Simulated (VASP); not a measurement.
Consider the following.

```yaml
crystal:
  lattice:
    - [4.06726, 0.00000, 0.00000]
    - [-2.03363, 3.52235, 0.00000]
    - [0.00000, 0.00000, 4.00561]
  atoms:
    - { symbol: Nd, position: [0.66667, 0.33333, 0.50000] }
    - { symbol: Ni, position: [0.33333, 0.66667, 0.00000] }
    - { symbol: As, position: [0.00000, 0.00000, 0.00000] }
```

Level of theory: PBEsol GGA, VASP's PBE PAW potentials (set 64) (plane waves; VASP 6.6.1). Numerical set-up: 400 eV cut-off, Gaussian smearing of 0.050 eV, potentials Nd_3 Ni As.

The 4f electrons are frozen in the core of the lanthanide potential, so 4f levels, which can set the real gap, and their magnetism are missing.

Problem. Estimate the band gap (along the path) with the smallest direct gap where there is one.

Solution. 
```yaml
band gap (along the path): none (metal, semimetal or under 0.01 eV)
```

The absolute energy has meaning only against runs of the same code, potentials and settings.

The structure comes from a computed database's NdNiAs entry (P-6m2); how it stands against other phases isn't given here. It was relaxed first. The run is not spin-polarised, so no magnetic state was tried.
